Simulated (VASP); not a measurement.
```xyz
2
Lattice="0.0000 2.7499 2.7499 2.7499 0.0000 2.7499 2.7499 2.7499 0.0000" Properties=species:S:1:pos:R:3 pbc="T T T"
Ag     0.0000     0.0000     0.0000
Cl     2.7499     2.7499     2.7499
```

Computed with r2SCAN+rVV10, VASP's PBE PAW potentials (set 64) (plane waves; VASP). Settings: 520 eV cut-off, 9×9×9 Γ-centred mesh, tetrahedra with Blöchl corrections, potentials Ag Cl.

**Question.** Give the energies of bands 2 to 11 at the high-symmetry points, in eV from the valence-band maximum.

**Answer.** 
| band | Γ | X | U | L | W |
|---|---|---|---|---|---|
| 2 | -2.56 | -4.67 | -4.51 | -5.58 | -4.49 |
| 3 | -2.56 | -3.34 | -4.50 | -4.45 | -4.30 |
| 4 | -2.56 | -3.34 | -4.06 | -4.45 | -4.30 |
| 5 | -2.54 | -2.89 | -2.40 | -2.15 | -2.08 |
| 6 | -2.54 | -2.29 | -2.09 | -2.15 | -2.08 |
| 7 | -2.54 | -2.03 | -1.92 | -1.82 | -2.03 |
| 8 | -2.49 | -2.03 | -1.69 | 0.00 | -2.00 |
| 9 | -2.49 | -1.90 | -1.10 | 0.00 | -1.20 |
| 10 | 1.36 | 2.85 | 4.12 | 4.56 | 4.74 |
| 11 | 11.28 | 8.24 | 7.65 | 7.29 | 8.30 |

The gap is indirect, 1.37 eV, from the valence maximum at L to the conduction minimum at Γ.

The compound is AgCl in the rock salt structure. It was relaxed first.
